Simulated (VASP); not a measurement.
Calculation: TPSS meta-GGA, VASP's PBE PAW potentials (set 64) (plane waves; VASP).

The input files of a VASP run:

### POSCAR
```
Os
1
    1.3427109528    -2.3256432407     0.0000000000
    1.3427109528     2.3256432407     0.0000000000
    0.0000000000     0.0000000000     4.2379880425
Os
2
Direct
  0.3333330000   0.6666670000   0.2500000000
  0.6666670000   0.3333330000   0.7500000000
```

File KPOINTS:
```
Automatic mesh
0
Gamma
15 15 9
0 0 0
```

INCAR:
```
SYSTEM = Os
PREC = Accurate; ENCUT = 520; LREAL = .FALSE.
LASPH = .TRUE.
EDIFF = 1E-7; NELM = 100; ALGO = Normal
LMAXMIX = 6; LMIXTAU = .TRUE.
ISMEAR = 1; SIGMA = 0.1
METAGGA = TPSS
IBRION = 2; NSW = 30; ISIF = 4
EDIFFG = -0.01
LWAVE = .FALSE.; LCHARG = .FALSE.
```

POTCAR, in this order: Os (PBE.64 set). Program: vasp_std.

The resulting files:

File OSZICAR:
```
       N       E                     dE             d eps       ncg     rms          rms(c)
DAV:   1     0.141613119536E+03    0.14161E+03   -0.89677E+03  3240   0.151E+03
DAV:   2    -0.399631589208E+01   -0.14561E+03   -0.13322E+03  3480   0.447E+02
DAV:   3    -0.128763551623E+02   -0.88800E+01   -0.82692E+01  3848   0.967E+01
DAV:   4    -0.130783666670E+02   -0.20201E+00   -0.20061E+00  3492   0.146E+01
DAV:   5    -0.130805594190E+02   -0.21928E-02   -0.21923E-02  3756   0.131E+00    0.207E+01
DAV:   6    -0.248226838738E+02   -0.11742E+02   -0.53029E+00  3240   0.255E+01    0.174E+01
DAV:   7    -0.229050488880E+02    0.19176E+01   -0.16729E+01  3468   0.440E+01    0.302E+01
DAV:   8    -0.242912396991E+02   -0.13862E+01   -0.83931E+00  3472   0.321E+01    0.120E+00
DAV:   9    -0.243704053824E+02   -0.79166E-01   -0.94451E-02  3288   0.291E+00    0.426E-01
DAV:  10    -0.243573671756E+02    0.13038E-01   -0.56697E-03  3880   0.872E-01    0.311E-01
DAV:  11    -0.243699226525E+02   -0.12555E-01   -0.54276E-03  3588   0.798E-01    0.242E-01
DAV:  12    -0.243709623486E+02   -0.10397E-02   -0.33351E-04  3356   0.212E-01    0.351E-02
DAV:  13    -0.243709450892E+02    0.17259E-04   -0.31732E-05  3652   0.552E-02    0.179E-02
DAV:  14    -0.243709442398E+02    0.84937E-06   -0.36449E-06  3304   0.292E-02    0.726E-03
DAV:  15    -0.243709464349E+02   -0.21950E-05   -0.74079E-07  3352   0.111E-02    0.122E-03
DAV:  16    -0.243709466218E+02   -0.18696E-06   -0.15956E-07  1704   0.547E-03    0.765E-04
DAV:  17    -0.243709466530E+02   -0.31178E-07   -0.39798E-08  1668   0.290E-03
   1 F= -.24370947E+02 E0= -.24371236E+02  d E =-.243709E+02
       N       E                     dE             d eps       ncg     rms          rms(c)
DAV:   1    -0.243775683507E+02   -0.66217E-02   -0.87571E-01  3308   0.828E+00    0.495E-01
DAV:   2    -0.243686280648E+02    0.89403E-02   -0.10182E-02  3920   0.139E+00    0.255E-01
DAV:   3    -0.243662988594E+02    0.23292E-02   -0.50018E-03  3324   0.604E-01    0.435E-02
DAV:   4    -0.243666102147E+02   -0.31136E-03   -0.45846E-04  3548   0.224E-01    0.304E-02
DAV:   5    -0.243666967914E+02   -0.86577E-04   -0.40345E-05  3524   0.986E-02    0.178E-02
DAV:   6    -0.243666969579E+02   -0.16652E-06   -0.31331E-06  3536   0.242E-02    0.207E-03
DAV:   7    -0.243666966899E+02    0.26807E-06   -0.12352E-06  3504   0.135E-02    0.107E-03
DAV:   8    -0.243666991458E+02   -0.24559E-05   -0.33460E-07  3164   0.752E-03    0.681E-04
DAV:   9    -0.243666983584E+02    0.78733E-06   -0.61598E-08  1648   0.370E-03    0.259E-04
DAV:  10    -0.243666988676E+02   -0.50914E-06   -0.54653E-09  1644   0.115E-03    0.362E-05
DAV:  11    -0.243666987553E+02    0.11227E-06   -0.41154E-10  1640   0.271E-04    0.402E-05
DAV:  12    -0.243666987986E+02   -0.43271E-07   -0.81431E-11  1644   0.149E-04
   2 F= -.24366699E+02 E0= -.24366725E+02  d E =0.424785E-02
       N       E                     dE             d eps       ncg     rms          rms(c)
DAV:   1    -0.243771732047E+02   -0.10474E-01   -0.41946E-01  3284   0.575E+00    0.341E-01
DAV:   2    -0.243729459989E+02    0.42272E-02   -0.48029E-03  3900   0.949E-01    0.176E-01
DAV:   3    -0.243718518256E+02    0.10942E-02   -0.24129E-03  3308   0.420E-01    0.281E-02
DAV:   4    -0.243719987195E+02   -0.14689E-03   -0.21698E-04  3532   0.154E-01    0.209E-02
DAV:   5    -0.243720446470E+02   -0.45928E-04   -0.18093E-05  3524   0.662E-02    0.125E-02
DAV:   6    -0.243720437237E+02    0.92332E-06   -0.15272E-06  3544   0.168E-02    0.134E-03
DAV:   7    -0.243720479906E+02   -0.42669E-05   -0.55662E-07  3404   0.928E-03    0.745E-04
DAV:   8    -0.243720463916E+02    0.15990E-05   -0.19665E-07  2196   0.583E-03    0.526E-04
DAV:   9    -0.243720478086E+02   -0.14170E-05   -0.44796E-08  1636   0.342E-03    0.145E-04
DAV:  10    -0.243720475866E+02    0.22197E-06   -0.37856E-09  1644   0.862E-04    0.323E-05
DAV:  11    -0.243720476194E+02   -0.32736E-07   -0.25854E-10  1636   0.217E-04
   3 F= -.24372048E+02 E0= -.24372275E+02  d E =-.110097E-02
```

**OUTCAR**
```
------------------------ aborting loop because EDIFF is reached ----------------------------------------
  FORCE on cell =-STRESS in cart. coord.  units (eV):
  Direction    XX          YY          ZZ          XY          YZ          ZX
  --------------------------------------------------------------------------------------
  Total        5.0603798      5.0603782      5.0574458      0.0000000      0.0000000      0.0000000
  in kB      306.3221140    306.3220152    306.1445076      0.0000000      0.0000000      0.0000000
  external PRESSURE =     306.2628790 kB  Pullay stress =       0.0000000 kB
  volume of cell :       26.47
      direct lattice vectors                 reciprocal lattice vectors
     1.340482052 -2.321782647  0.000000000     0.373000145 -0.215351769 -0.000000000
     1.340482052  2.321782647 -0.000000000     0.373000145  0.215351769  0.000000000
     0.000000000 -0.000000000  4.252093323     0.000000000  0.000000000  0.235178281
 POSITION                                       TOTAL-FORCE (eV/Angst)
 -----------------------------------------------------------------------------------
      1.34048      0.77393      1.06302        -0.000000     -0.000000      0.000000
      1.34048     -0.77393      3.18907         0.000000      0.000000      0.000000
 -----------------------------------------------------------------------------------
    total drift:                                0.000000      0.000014     -0.000019
  FREE ENERGIE OF THE ION-ELECTRON SYSTEM (eV)
  ---------------------------------------------------
  free  energy   TOTEN  =       -24.3720476194 eV

  energy  without entropy=      -24.3727289446  energy(sigma->0) =      -24.37227473

 reached required accuracy - stopping structural energy minimisation
```
(Selected blocks of OUTCAR.)

CONTCAR:
```
Os
   1.00000000000000
     1.3404820523972014   -2.3217826472755627    0.0000000000000000
     1.3404820523972014    2.3217826472755627   -0.0000000000000000
     0.0000000000000000   -0.0000000000000000    4.2520933227724305
  Os
     2
Direct
     0.3333330000000032    0.6666669999999968    0.2500000000000000
     0.6666669999999968    0.3333330000000032    0.7500000000000000
```

The compound is Os in the hcp structure. This cell is one point of a volume scan, at 0.94 of the reference volume. Symmetry was kept, so distortions that lower it aren't found.
